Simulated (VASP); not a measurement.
Ga$_{2}$O$_{3}$ (space group C2/m): computed properties

Level of theory: r2SCAN meta-GGA, VASP's PBE PAW potentials (set 64) (plane waves; VASP).

```json
{
 "space_group": "C2/m (12)",
 "cell": "a = 12.2890 Å, b = 3.0479 Å, c = 5.8218 Å, α = γ = 90.00°, β = 103.77°",
 "volume_per_atom": "10.59 Å^3/atom",
 "band gap (over mesh and band path)": "2.92 eV",
 "smallest direct gap (over mesh and band path)": "2.95 eV",
 "band_edge_character": "indirect, M2-D at 0.20 to Γ",
 "density": "5.88 g/cm³"
}
```

Space group C2/m (No. 12); a = 12.289 Å, b = 3.048 Å, c = 5.822 Å, α = 90.00°, β = 103.77°, γ = 90.00°

| atom | site | symmetry | x | y | z |
|---|---|---|---|---|---|
| Ga | 4i | m | 0.1588 | 0.5000 | 0.3149 |
| Ga | 4i | m | 0.0905 | 0.0000 | 0.7948 |
| O | 4i | m | 0.4965 | 0.0000 | 0.2564 |
| O | 4i | m | 0.1734 | 0.0000 | 0.5631 |
| O | 4i | m | 0.1645 | 0.0000 | 0.1093 |
(The calculation used a cell of 10 atoms; values per cell refer to that cell.)

The path is coarsely sampled, so an indirect gap can come out somewhat too large.

The structure comes from a computed database's Ga2O3 entry (C2/m); how it stands against other phases isn't given here. It was relaxed first. Symmetry was kept, so distortions that lower it aren't found.
